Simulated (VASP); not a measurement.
Computed with revPBE GGA, VASP's PBE PAW potentials (set 64) (plane waves; VASP).

The input files of a VASP run:

INCAR:
```
ISMEAR = 0
NELM = 100   # most electronic steps
EDIFFG = -0.01   # ionic stop
LASPH = .TRUE.   # aspherical one-centre terms
IBRION = 2
ALGO = Normal   # blocked Davidson
NSW = 30   # most ionic steps
LMAXMIX = 4   # l cut-off of mixed one-centre charges
SYSTEM = SnO
EDIFF = 1E-7
LWAVE = .FALSE.
SIGMA = 0.05   # width (eV)
LCHARG = .FALSE.
ISIF = 4
GGA = RE   # revPBE
LREAL = .FALSE.   # projection in real space or not
ENCUT = 520   # plane-wave cut-off (eV)
PREC = Accurate
```

File KPOINTS:
```
Regular mesh
0
gamma
  6 6 4
0 0 0
```

**POSCAR**
```
SnO
1
    3.8618593279     0.0000000000     0.0000000000
    0.0000000000     3.8618593279     0.0000000000
    0.0000000000     0.0000000000     5.2006471590
Sn O
2 2
Direct
  0.5000000000   0.0000000000   0.7782695496
  0.0000000000   0.5000000000   0.2217304504
  0.5000000000   0.5000000000   0.0000000000
  1.0000000000   0.0000000000   0.0000000000
```

POTCAR, in this order: Sn_d O (PBE.64 set). Program: vasp_std.

The resulting files:

**OSZICAR**
```
       N       E                     dE             d eps       ncg     rms          rms(c)
DAV:   1     0.400143877733E+03    0.40014E+03   -0.20725E+04  1472   0.245E+03
DAV:   2     0.318071905549E+02   -0.36834E+03   -0.36170E+03  1576   0.572E+02
DAV:   3    -0.230399540191E+02   -0.54847E+02   -0.53607E+02  1736   0.192E+02
DAV:   4    -0.251740535032E+02   -0.21341E+01   -0.21325E+01  1672   0.433E+01
DAV:   5    -0.252355917615E+02   -0.61538E-01   -0.61532E-01  1872   0.722E+00    0.118E+01
DAV:   6    -0.214112259185E+02    0.38244E+01   -0.26802E+01  2424   0.525E+01    0.477E+00
DAV:   7    -0.214214398909E+02   -0.10214E-01   -0.24122E+00  1616   0.100E+01    0.266E+00
DAV:   8    -0.214450713195E+02   -0.23631E-01   -0.70308E-01  2160   0.622E+00    0.119E+00
DAV:   9    -0.214176100983E+02    0.27461E-01   -0.23311E-01  2192   0.444E+00    0.292E-01
DAV:  10    -0.214214314799E+02   -0.38214E-02   -0.25881E-02  1976   0.134E+00    0.250E-01
DAV:  11    -0.214201990653E+02    0.12324E-02   -0.11020E-02  2248   0.937E-01    0.475E-02
DAV:  12    -0.214203614508E+02   -0.16239E-03   -0.11167E-03  1600   0.217E-01    0.687E-02
DAV:  13    -0.214203187476E+02    0.42703E-04   -0.33701E-04  2144   0.190E-01    0.977E-03
DAV:  14    -0.214203203290E+02   -0.15814E-05   -0.30032E-05  1616   0.404E-02    0.503E-03
DAV:  15    -0.214203207467E+02   -0.41771E-06   -0.19063E-06  2248   0.155E-02    0.198E-03
DAV:  16    -0.214203211281E+02   -0.38139E-06   -0.22375E-07  1216   0.430E-03    0.254E-03
DAV:  17    -0.214203210845E+02    0.43529E-07   -0.64667E-07  1512   0.755E-03
   1 F= -.21420321E+02 E0= -.21420321E+02  d E =-.214203E+02
       N       E                     dE             d eps       ncg     rms          rms(c)
DAV:   1    -0.214208520981E+02   -0.53097E-03   -0.39686E+00  1680   0.124E+01    0.411E-01
DAV:   2    -0.214307389581E+02   -0.98869E-02   -0.10831E-01  2144   0.279E+00    0.157E-01
DAV:   3    -0.214306297608E+02    0.10920E-03   -0.12775E-03  1856   0.320E-01    0.104E-01
DAV:   4    -0.214305555766E+02    0.74184E-04   -0.19373E-04  2272   0.213E-01    0.285E-02
DAV:   5    -0.214305632455E+02   -0.76689E-05   -0.71024E-05  1736   0.761E-02    0.775E-03
DAV:   6    -0.214305667685E+02   -0.35230E-05   -0.65975E-06  1816   0.327E-02    0.304E-03
DAV:   7    -0.214305673624E+02   -0.59389E-06   -0.12048E-06  1608   0.904E-03    0.960E-04
DAV:   8    -0.214305673657E+02   -0.32533E-08   -0.11877E-07  1208   0.341E-03
   2 F= -.21430567E+02 E0= -.21430567E+02  d E =-.102463E-01
       N       E                     dE             d eps       ncg     rms          rms(c)
DAV:   1    -0.214302471321E+02    0.32023E-03   -0.33184E-01  1696   0.353E+00    0.122E-01
DAV:   2    -0.214311126628E+02   -0.86553E-03   -0.93373E-03  2120   0.830E-01    0.455E-02
DAV:   3    -0.214310969672E+02    0.15696E-04   -0.11053E-04  1736   0.107E-01    0.302E-02
DAV:   4    -0.214310884612E+02    0.85059E-05   -0.22748E-05  2112   0.763E-02    0.792E-03
DAV:   5    -0.214310895448E+02   -0.10835E-05   -0.69158E-06  1680   0.241E-02    0.237E-03
DAV:   6    -0.214310900713E+02   -0.52656E-06   -0.55029E-07  1648   0.107E-02    0.924E-04
DAV:   7    -0.214310900767E+02   -0.53733E-08   -0.85365E-08  1080   0.339E-03
   3 F= -.21431090E+02 E0= -.21431090E+02  d E =-.107690E-01
       N       E                     dE             d eps       ncg     rms          rms(c)
DAV:   1    -0.214380586150E+02   -0.69685E-02   -0.30849E-01  1512   0.471E+00    0.470E-01
DAV:   2    -0.214348082332E+02    0.32504E-02   -0.11936E-02  1992   0.162E+00    0.287E-01
DAV:   3    -0.214328330748E+02    0.19752E-02   -0.24394E-03  2064   0.795E-01    0.575E-02
DAV:   4    -0.214328339704E+02   -0.89560E-06   -0.63179E-04  1792   0.218E-01    0.218E-02
DAV:   5    -0.214328357666E+02   -0.17961E-05   -0.57223E-05  1704   0.643E-02    0.350E-03
DAV:   6    -0.214328348860E+02    0.88062E-06   -0.47473E-06  1784   0.176E-02    0.230E-03
DAV:   7    -0.214328349334E+02   -0.47417E-07   -0.39726E-07  1528   0.750E-03
   4 F= -.21432835E+02 E0= -.21432835E+02  d E =-.174486E-02
       N       E                     dE             d eps       ncg     rms          rms(c)
DAV:   1    -0.214491557964E+02   -0.16321E-01   -0.90337E-01  1496   0.806E+00    0.805E-01
DAV:   2    -0.214397816862E+02    0.93741E-02   -0.36377E-02  1864   0.257E+00    0.492E-01
DAV:   3    -0.214339981900E+02    0.57835E-02   -0.67084E-03  2072   0.137E+00    0.102E-01
DAV:   4    -0.214339802999E+02    0.17890E-04   -0.18102E-03  1880   0.391E-01    0.382E-02
DAV:   5    -0.214339851154E+02   -0.48155E-05   -0.17206E-04  1680   0.115E-01    0.586E-03
DAV:   6    -0.214339830807E+02    0.20347E-05   -0.12492E-05  1880   0.315E-02    0.368E-03
DAV:   7    -0.214339832949E+02   -0.21424E-06   -0.13398E-06  1768   0.122E-02    0.143E-03
DAV:   8    -0.214339833608E+02   -0.65824E-07   -0.24347E-07  1200   0.459E-03
   5 F= -.21433983E+02 E0= -.21433983E+02  d E =-.289328E-02
```

OUTCAR:
```
------------------------ aborting loop because EDIFF is reached ----------------------------------------
  FORCE on cell =-STRESS in cart. coord.  units (eV):
  Direction    XX          YY          ZZ          XY          YZ          ZX
  --------------------------------------------------------------------------------------
  Total        0.2718627      0.2718627      0.2726044      0.0000000      0.0000000      0.0000000
  in kB        5.6157777      5.6157777      5.6310989      0.0000000      0.0000000      0.0000000
  external PRESSURE =       5.6208847 kB  Pullay stress =       0.0000000 kB
  volume of cell :       77.56
      direct lattice vectors                 reciprocal lattice vectors
     3.889855651  0.000000000  0.000000000     0.257078948  0.000000000  0.000000000
     0.000000000  3.889855651  0.000000000     0.000000000  0.257078948  0.000000000
     0.000000000 -0.000000000  5.126055680     0.000000000  0.000000000  0.195081767
 POSITION                                       TOTAL-FORCE (eV/Angst)
 -----------------------------------------------------------------------------------
      1.94493      3.88986      3.96040         0.000000      0.000000     -0.003029
      0.00000      1.94493      1.16566        -0.000000     -0.000000      0.003029
      1.94493      1.94493      0.00000         0.000000      0.000000      0.000000
      0.00000      0.00000      0.00000         0.000000     -0.000000      0.000000
 -----------------------------------------------------------------------------------
    total drift:                                0.000000      0.000000     -0.000000
  FREE ENERGIE OF THE ION-ELECTRON SYSTEM (eV)
  ---------------------------------------------------
  free  energy   TOTEN  =       -21.4339833608 eV

  energy  without entropy=      -21.4339833608  energy(sigma->0) =      -21.43398336

 reached required accuracy - stopping structural energy minimisation
```
(Selected blocks of OUTCAR.)

### CONTCAR
```
SnO
   1.00000000000000
     3.8898556512493760    0.0000000000000000    0.0000000000000000
     0.0000000000000000    3.8898556512493760    0.0000000000000000
     0.0000000000000000   -0.0000000000000000    5.1260556804577284
  Sn              O
     2     2
Direct
     0.5000000000000000    1.0000000000000000    0.7726012479085286
     0.0000000000000000    0.5000000000000000    0.2273987520914713
     0.5000000000000000    0.5000000000000000    0.0000000000000000
     0.0000000000000000    0.0000000000000000    0.0000000000000000
```

Without a dispersion term in the relaxation, distances and binding between the weakly bound layers, chains or molecules are unreliable, and so is what depends on them.

The compound is SnO in the litharge structure. This cell is one point of a volume scan, at 0.97 of the reference volume. Symmetry was kept, so distortions that lower it aren't found.
